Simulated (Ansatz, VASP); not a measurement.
**One calculation of BePtC3, two programs**

```
Be Pt C
1.0
     3.98523    0.00000    0.00000
     0.00000    3.98523    0.00000
     0.00000    0.00000    3.98523
Be Pt C
1 1 3
Cartesian
  1.9926 1.9926 1.9926
  0.0000 0.0000 0.0000
  1.9926 0.0000 0.0000
  0.0000 1.9926 0.0000
  0.0000 0.0000 1.9926
```

Alike in both runs: task relaxation of cell and atoms; functional PBE; k mesh 10 × 10 × 10; occupations gaussian, width 0.1 eV; no spin polarisation.

|  | VASP | Ansatz |
| --- | --- | --- |
| version | VASP 6.6.1 | Ansatz 0.2.0 |
| potentials or method | VASP PAW PBE potentials, release 64 (Be, Pt, C) | scalar-relativistic, plane waves, PAW |
| plane-wave cutoff (eV) | 600 | 420 |
| valence electrons in the cell | 24 | 32 |

Ansatz gave:

```
gap on the k mesh at the Fermi level, each at its own relaxed structure (eV) : none
relaxed volume (Å³/atom)                                                     : 12.73
relaxed cell length with the largest relative difference (Å)                 : 3.993
```

**Question.** Estimate VASP's values.

**Answer.** gap on the k mesh at the Fermi level, each at its own relaxed structure (eV): none; relaxed volume (Å³/atom): 12.72; relaxed cell length with the largest relative difference (Å): 3.992.

A gap of «none» marks a metal or a gap that the smearing closes. The two sets of potentials don't hold the same shells in valence.

The runs have no spin-orbit coupling, so splittings on Pt are missing.
